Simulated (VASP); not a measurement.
Input:

```xyz
2
Lattice="0.0000 2.8806 2.8806 2.8806 0.0000 2.8806 2.8806 2.8806 0.0000" Properties=species:S:1:pos:R:3 pbc="T T T"
Cd     0.0000     0.0000     0.0000
S      1.4403     1.4403     1.4403
```

The numbers are results of LDA (Ceperley-Alder, Perdew-Zunger), VASP's LDA PAW potentials (set 64) (plane waves; VASP), not measurements. Numerical set-up: 400 eV cut-off, 18×18×18 Γ-centred mesh, Gaussian smearing of 0.010 eV, potentials Cd S.

**Question.** Give the direction-averaged independent-particle dielectric function (no local fields, no excitons; a broadening of 0.1 eV leaves a tail below the gap, and fine structure carries the noise of the k-mesh).

**Answer.** 
```csv
ħω (eV),ε₁,ε₂
0.00,6.96,0.00
0.20,6.98,0.02
0.50,7.12,0.07
0.80,7.47,0.26
1.10,7.66,0.60
1.40,7.31,1.25
1.70,7.49,1.50
2.00,6.86,1.57
2.20,7.48,1.61
2.50,7.01,2.08
2.80,7.70,2.48
3.10,7.89,2.77
3.40,7.84,3.44
3.70,7.69,5.34
4.00,6.47,4.77
4.30,5.78,4.65
4.50,6.16,4.42
4.80,6.01,4.43
5.10,7.72,5.04
5.40,6.70,7.73
5.70,5.00,9.84
6.00,1.91,7.92
6.30,1.27,8.51
6.60,1.75,6.76
6.80,2.73,7.86
7.10,-0.06,7.74
7.40,-0.21,7.61
7.70,-1.75,7.28
8.00,-2.79,5.85
8.30,-3.19,4.85
8.60,-2.54,3.44
8.90,-2.34,2.73
```
ε₂ peaks at 5.8 eV (height 10.1), 6.9 eV (height 8.8); ε₁(0) averages 6.96, so the electronic refractive index below the gap tends to √6.96 = 2.64.

The compound is CdS in the zinc blende structure, a metastable form; wurtzite is the usual one. It was relaxed first.
